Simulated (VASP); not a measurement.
Data:

```yaml
crystal:
  lattice:
    - [4.14941, 2.07087, 2.07087]
    - [2.07087, 4.14941, 2.07087]
    - [2.07087, 2.07087, 4.14941]
  atoms:
    - { symbol: Ni, position: [0.00000, 0.00000, 0.00000], spin: 1.3 }
    - { symbol: Ni, position: [0.50000, 0.50000, 0.50000], spin: -1.3 }
    - { symbol: O, position: [0.25000, 0.25000, 0.25000] }
    - { symbol: O, position: [0.75000, 0.75000, 0.75000] }
```

Calculation: optB86b-vdW, VASP's PBE PAW potentials (set 64) (plane waves; VASP). Run with 520 eV cut-off, 8×8×8 Γ-centred mesh, Gaussian smearing of 0.050 eV, potentials Ni O.

Problem. Predict the cell moment, energy per atom (σ→0).

Solution. 
```json
{
  "cell_moment": "0.00 μB",
  "energy per atom (σ→0)": "-3.830 eV/atom"
}
```

Problem. Give the moment on each site (PAW-sphere projection).

Solution. 
```tsv
site	moment (μB)
Ni1	1.28
Ni2	-1.28
O3	0.00
O4	0.00
```

The compound is NiO in the rock salt, AFM-II order structure. It was relaxed first. The start is the result of an earlier pass.
